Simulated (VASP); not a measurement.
A run of VASP 6.6.1 is set up as follows.

The input INCAR:

```
SYSTEM = Ge
PREC     = Accurate       ! precision mode
ENCUT    = 520            ! plane-wave cutoff, eV
EDIFF    = 1E-7           ! SCF threshold, eV
ISMEAR   = 0              ! smearing method
SIGMA    = 0.02           ! smearing width, eV
LREAL    = .FALSE.        ! projectors in reciprocal space
LASPH    = .TRUE.         ! aspherical terms in the spheres
NELM     = 80             ! most SCF steps
ALGO     = Normal         ! electronic algorithm
ISIF     = 2              ! what is computed and relaxed
LWAVE    = .FALSE.        ! write WAVECAR
LCHARG   = .FALSE.        ! write CHGCAR
GGA      = PE             ! functional
NBANDS   = 11             ! bands
```

Contents of KPOINTS:

```
Automatic mesh
0
G
  10 10 10
  0 0 0
```

POSCAR

```
Ge                                      
1.0
    0.0000000000      2.8909458648      2.8909458648
    2.8909458648      0.0000000000      2.8909458648
    2.8909458648      2.8909458648      0.0000000000
  Ge            
     2
Direct
     0.0000000000000000    0.0000000000000000    0.0000000000000000
     0.2500000000000000    0.2500000000000000    0.2500000000000000
```

Potentials or basis: VASP PAW PBE potentials, release 64 (Ge).

Command:

```bash
$ cat potpaw_PBE.64/Ge/POTCAR > POTCAR
$ mpirun -np 1 vasp_std > vasp.out
```

Question: Estimate the pressure.

Answer: 0.0 GPa.

Question: Predict the band gap on the k mesh.

Answer: None (metal or under the smearing width).

Caveat: this crystal is a semiconductor, whose small gap the functional closes, so the metal is an error of the method.

**The experiment to reproduce.**

“Electronic and optical properties of SixGe1-x-ySny alloys lattice-matched to Ge”, 2021, arxiv:2109.02782 reports, for a bulk crystal of Ge at 300 K: band gap 0.807 eV (direct).

Against the measured gap of Ge, 0.807 eV (direct; 300 K; “Electronic and optical properties of SixGe1-x-ySny alloys lattice-matched to Ge”, 2021, arxiv:2109.02782), the calculated 0.00 eV is off by -0.81 eV. 3 values of this kind are on record (0.666 to 0.807 eV); this one was drawn at random among those near their median. Spin-orbit coupling on Ge is left out. The value is that of PBE on a finite k mesh, which can miss the band edges, without temperature or zero-point motion. Semilocal functionals fall short of measured gaps as a rule.
